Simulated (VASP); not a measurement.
Data:

```yaml
crystal:
  lattice:
    - [0.00000, 2.11749, 2.11749]
    - [2.11749, 0.00000, 2.11749]
    - [2.11749, 2.11749, 0.00000]
  atoms:
    - { symbol: Be, position: [0.25000, 0.25000, 0.25000] }
    - { symbol: Be, position: [0.75000, 0.75000, 0.75000] }
    - { symbol: C, position: [0.00000, 0.00000, 0.00000] }
```

The numbers are results of LDA (Ceperley-Alder, Perdew-Zunger), VASP's LDA PAW potentials (set 64) (plane waves; VASP), not measurements. Numerical set-up: 400 eV cut-off, 7×7×7 Γ-centred mesh, Fermi-Dirac smearing of 0.020 eV, potentials Be C.

### Question
Give the energies of bands 2 to 7 at the high-symmetry points, in eV from the valence-band maximum.

### Answer

```
band     Γ      X      U      L      W
----  ----  -----  -----  -----  -----
2     0.00  -6.94  -7.22  -9.11  -6.67
3     0.00  -5.02  -6.47  -1.95  -6.11
4     0.00  -5.02  -4.24  -1.95  -6.11
5     4.14   1.21   3.48   5.05   5.86
6     4.14   6.27   8.80   5.05   8.63
7     4.14  13.84  12.03   7.85  10.05
```

The gap is indirect, 1.21 eV, from the valence maximum at Γ to the conduction minimum at X.

The structure is a typed Be2C crystal (Fm-3m). The cell was not relaxed at this level.
